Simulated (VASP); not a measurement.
Input:

```
CELL_PARAMETERS angstrom
     -1.58201     1.58201     1.58201
      1.58201    -1.58201     1.58201
      1.58201     1.58201    -1.58201
ATOMIC_POSITIONS crystal
  Mo 0.00000 0.00000 0.00000
```

These are PBE GGA, VASP's PBE PAW potentials (set 64) (plane waves; VASP) values and carry that method's errors. Numerical set-up: PREC = Normal, EDIFF = 1E-5, 400 eV cut-off, 18×18×18 Γ-centred mesh, first-order Methfessel-Paxton smearing of 0.10 eV, potentials Mo_sv.

Question: Give the stress tensor in GPa (positive for a compressed cell).

Answer: 
```
-1.34   0.00   0.00
 0.00  -1.34   0.00
 0.00   0.00  -1.34
```
The pressure is its mean diagonal, -1.34 GPa.

The compound is Mo in the bcc structure. It was relaxed first.
